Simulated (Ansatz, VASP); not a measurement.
# AlNi in two plane-wave programs

Aim: how closely do two programs agree when they are given the same cell, functional and k mesh? The cell is taken from a series of runs on this material, whose earlier steps may have relaxed, scaled, displaced or heated it; both programs get it as it stands.

Calculated with Ansatz 0.2.0; plane waves, with VASP 6.6.1 beside it; zone-centre phonons at PBEsol.

### 1. Starting point

Symmetry: Cmmm, No. 65, orthorhombic system. The conventional cell has a = 4.007 Å, b = 4.043 Å, c = 2.882 Å, α = 90.00°, β = 90.00°, γ = 90.00°. Nearest to Al lie 8 Ni at 2.47 to 2.48 Å. Nearest to Ni lie 8 Al at 2.47 to 2.48 Å. Farther neighbours are not listed.

### 2. Ansatz: zone-centre phonons, PBEsol

Ansatz runs on its PAW soft_1 files.

Second derivatives magnify differences that forces hide, and they need a tight electronic threshold.

File input.yaml:

```yaml
crystal:
  lattice:
    - [2.8458534438, -0.0127317485, 0.0]
    - [-0.0127317485, 2.8458534438, 0.0]
    - [0.0, 0.0, 2.8817225989]
  atoms:
    - { symbol: Al, position: [0.0, 0.0, 0.0] }
    - { symbol: Ni, position: [0.5, 0.5, 0.5] }
kpoints:
  mp_grid: { grid: [16, 16, 16] }
hamiltonian:
  xc: pbesol
  pseudopotentials: { kind: paw, azcp: { folder: soft_1 }, xc_functional: pbe }
scf:
  occupations: { method: methfessel_paxton, width: 0.2 }
output:
  eigenvalues: true
phonons:
  method: dfpt
```

On the command line:

```sh
$ ansatz run input.yaml --threads 4 --pin off --max-ram 10240MiB --backend cpu --events-out ev --progress --plain --runs-dir out
```

Numbers of over 12 decimals in the logs are rounded to 6 here.

Log:

```text
zone centre: on kpoints.mp_grid the ground state, and the responses unless they are solved on pairs of k-points, stand on 1170 of the mesh's 4096 k-points, reduced under 4 symmetry operations, with k and −k counted as one. Each operation leaves every solved displacement unchanged or reverses it
Engine: ansatz 0.2.0, x86_64-unknown-linux-gnu
Pseudopotentials: kind: paw
Pseudopotential: Al, paw, valence charge 3, recommended cutoff 420 eV (normal), soft_1/Al.paw.azcp
Pseudopotential: Ni, paw, valence charge 18, recommended cutoff 420 eV (normal), soft_1/Ni.paw.azcp
Functional definition: PBEsol
  exchange = pbesol_x
  correlation = pbesol_c
Crystal: 2 atoms, lattice volume = 23.338 Å³
Basis set: ecut = 420 eV, 461 PW (Γ), exchange–correlation on 40×40×40 points (8 copies of the dense FFT grid, shifted against one another)
Bands: 15, of which v1, the nominal top of the filled ones, is band 11 counted from 1 (10 counted from 0)
Symmetry: 8 space group operations
k-points: 1170 of 4096 (irreducible under 4 space group operations)
Non-local potential: Al, projectors of the file, l = 0: 2, l = 1: 2, l = 2: 1
Non-local potential: Ni, projectors of the file, l = 0: 3, l = 1: 2, l = 2: 3, l = 3: 1
PAW form: soft (Blöchl's): semilocal exchange-correlation on the pseudo side does not see the compensation charge
PAW frozen core: Al, regenerated for the run's functional, and the local potential with it (the file was generated under x = pbe(κ = 0.804, μ = 0.219515), c = pbe(β = 0.066725))
PAW frozen core: Ni, regenerated for the run's functional, and the local potential with it (the file was generated under x = pbe(κ = 0.804, μ = 0.219515), c = pbe(β = 0.066725))
PAW one-centre angular grid: Al, 110 points (default); XC on 64 Gauss nodes
PAW one-centre angular grid: Ni, 590 points (default); XC on 64 Gauss nodes
Initial density: superposition of atomic densities (chi_scale 0.1, normalization cell, long waves kept (reshape's long-wave potential 0.00 eV rms))
Initial wavefunctions: pseudopotential atomic-orbital guess
Functional: x = pbesol(κ = 0.804, μ = 0.123457), c = pbesol(β = 0.046)
SCF iter   1: F=—  HF=-6331.227758 eV  |F-HF|=—  |Δ(HF+E_count)|=         —  Δρ=7.62e-2  dr2=1.38e0  ethr=3.10e-3  ⟨swp⟩=4.0  Hψ=77697  notcnv=0
preconditioner: auto → none  [metal: Δε(μ)=0.013 eV  Ē_g=10.293 eV  σ=0.200 eV  W_gap=0.06  n_scr=6 (ndim 8)  ℏωp=27.7 eV  f_vac=0.000  D(μ)=0.58/eV (n_scr^D=0)  sad-step TF]
SCF iter   2: F=—  HF=-6331.078304 eV  |F-HF|=—  |Δ(HF+E_count)|=   1.49e-1  S|Δr|=    0.00e0  Δρ=5.70e-2  dr2=8.29e-1  ethr=3.10e-3  ⟨swp⟩=2.0  Hψ=31429  notcnv=0  defer=267
SCF iter   3: F=—  HF=-6330.889900 eV  |F-HF|=—  |Δ(HF+E_count)|=   1.88e-1  S|Δr|=    0.00e0  Δρ=2.14e-2  dr2=9.68e-2  ethr=3.10e-3  ⟨swp⟩=2.0  Hψ=22228  notcnv=0  defer=267
SCF iter   4: F=—  HF=-6330.873039 eV  |F-HF|=—  |Δ(HF+E_count)|=   1.69e-2  S|Δr|=    0.00e0  Δρ=5.32e-3  dr2=3.78e-3  ethr=4.61e-4  ⟨swp⟩=2.0  Hψ=30387  notcnv=0  defer=243
SCF iter   5: F=—  HF=-6330.872813 eV  |F-HF|=—  |Δ(HF+E_count)|=   2.26e-4  S|Δr|=    0.00e0  Δρ=4.88e-4  dr2=2.54e-5  ethr=1.80e-5  ⟨swp⟩=2.5  Hψ=23929  notcnv=0  defer=243
SCF iter   6: F=—  HF=-6330.872799 eV  |F-HF|=—  |Δ(HF+E_count)|=   1.43e-5  S|Δr|=    0.00e0  Δρ=1.03e-4  dr2=1.20e-6  ethr=1.21e-7  ⟨swp⟩=2.0  Hψ=29690  notcnv=0  defer=243
SCF iter   7: F=—  HF=-6330.872802 eV  |F-HF|=—  |Δ(HF+E_count)|=   2.86e-6  S|Δr|=    0.00e0  Δρ=1.14e-5  dr2=1.84e-8  ethr=5.72e-9  ⟨swp⟩=2.3  Hψ=25358  notcnv=0  defer=243
SCF iter   8: F=—  HF=-6330.872802 eV  |F-HF|=—  |Δ(HF+E_count)|=   3.54e-9  S|Δr|=    0.00e0  Δρ=1.03e-6  dr2=1.40e-10  ethr=8.78e-11  ⟨swp⟩=2.4  Hψ=26069  notcnv=0  defer=243
SCF iter   9: F=-6330.872802 eV  HF=-6330.872802 eV  |F-HF|=1.82e-12  |Δ(HF+E_count)|=  4.00e-11  S|Δr|=    0.00e0  Δρ=7.90e-8  dr2=1.02e-12  ethr=1.00e-12  ⟨swp⟩=6.2  Hψ=75362  notcnv=0
SCF 1 converged in 9 iterations: F = -6330.872802 eV  dr2 = 1.02e-12
  greatest PAW one-centre occupation: 1.001 electrons in one spin orbital (limit 2), on the Ni atom at site 1 (counted from 0), in its partial waves of l = 1
DFPT response loops at Γ: preconditioner auto → Kerker (q_TF=auto, 2.681 Å⁻¹) (partly filled bands, converged f_vac=0.000); β = 1.00, the filter's whole step (`scf.mixing.beta` (0.50) is not read by the response loops under this deck's `scf.mixing.preconditioner`; to damp them name `kerker` or `kerker_dos`, under which they read `scf.mixing.beta`, and type it under 1.00, their step now; both keys bind the ground state too); Broyden in place of MSR1
SCF converged after 9 iterations
Stability not checked: this state was not tested for a lower state beside it, because cold or Methfessel-Paxton smearing, or corrected tetrahedra, fill the levels in a way that the test cannot read (fill_not_monotonic; see scf.lower_state_search)
Free energy (F): -6330.872802 eV
Harris-Foulkes:  -6330.872802 eV  (|F-HF|=1.82e-12)
Internal energy: -6330.873724 eV  (E = F + TS)
E sigma→0 (E₀):  -6330.873032 eV
Entropy (-TS):   0.000922 eV (0.461 meV/atom)
Fermi energy:    14.154429 eV
--- Per-component energies (eV) ---
  E_band       = -332.491796
  E_kinetic    = 369.333739
  E_local      = -3713.004364  (includes V_loc(G=0)·N_el)
  E_nonlocal   = -105.495082
  E_hartree    = 1949.225767
  E_xc         = -151.834326
  E_vxc        = -177.681388  (∫ρ·V_xc dr)
  E_paw        = -2080.811725  (= ΣΔE_a)
  E_vpaw       = -604.096953  (= ΣTr[D̂ρ^β])
  E_aug_tail   = 0.000800  (compensation charges beyond the density's cutoff)
  E_ewald      = -2598.504961
  E_core_change = 0.216428  (= ΣΔE_core)
  E_smearing   = 0.000922  (= −TS)
  E_closure    = -0.000000  (closes the sum)
  Σ components = -6330.872802   (vs F -6330.872802, Δ=0.00e0)
--- Band table (eV; the first three rows and the last of 1170) ---
  k-point 0: bands = [... 7 lower, 12.5538, 12.5778, 12.6033, 19.4271, 19.8522, 19.9116, 22.2943, 22.4026]
  k-point 1: bands = [... 7 lower, 12.5224, 12.5470, 12.6065, 18.6749, 19.9475, 20.0060, 22.4036, 23.0033]
  k-point 2: bands = [... 7 lower, 12.4355, 12.4617, 12.6159, 17.3274, 20.2263, 20.2823, 22.4066, 24.1873]
  k-point 1169: bands = [... 7 lower, 13.1419, 13.1774, 16.0264, 16.0573, 16.1536, 18.0932, 18.6510, 18.7558]
--- Phonons (Γ-DFPT): 4 representative perturbations + reference, on 1170 of 4096 k-points (Σ response iterations 12) ---
  k mesh reduced under 4 symmetry operations, with k and −k counted as one. Each operation leaves every solved displacement unchanged or reverses it
  ASR residual: 3.445e-5 → 0.000e0 eV/Å²; symmetrization residual: 8.955e-7 eV/Å²
  ASR residual per site (eV/Å²): 1.18e-5 3.45e-5
  Γ frequencies (cm⁻¹): 0.00 0.00 0.00 298.03 305.28 310.32
  non-analytic LO–TO correction: not included (Born effective charges unavailable; polar crystals: no LO–TO splitting at Γ)
```

(Continued in part 2 of 2.)

[Lines on the potential files, build, host, timing and source positions are cut from VASP's logs without a mark.]

[Logs are printed without paths, hosts, clocks, repeated set-up lines and the standing remarks that a program may print on its own settings, such as how far it seeks lower states.]

[Hosts, paths, dates, database ids (printed as entryN), source tags and the programs' standing remarks are cut or masked in the printed files.]
